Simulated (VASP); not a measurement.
Given:

```yaml
crystal:
  lattice:
    - [0.00000, 2.45883, 2.45883]
    - [2.45883, 0.00000, 2.45883]
    - [2.45883, 2.45883, 0.00000]
  atoms:
    - { symbol: Eu, position: [0.00000, 0.00000, 0.00000] }
    - { symbol: O, position: [0.50000, 0.50000, 0.50000] }
```

Computed with revPBE GGA, VASP's PBE PAW potentials (set 64) (plane waves; VASP). Numerical set-up: 520 eV cut-off, 9×9×9 Γ-centred mesh, Gaussian smearing of 0.050 eV, potentials Eu_2 O.

The 4f electrons are frozen in the core of the lanthanide potential, so 4f levels, which can set the real gap, and their magnetism are missing.

Question: Estimate the energy per atom (σ→0), pressure.

Answer: 
The energy per atom (σ→0) is -6.232 eV/atom. The pressure is 7.29 GPa.

The absolute energy has meaning only against runs of the same code, potentials and settings.

The compound is EuO in the rock salt structure. This cell is one point of a volume scan, at 0.94 of the reference volume.
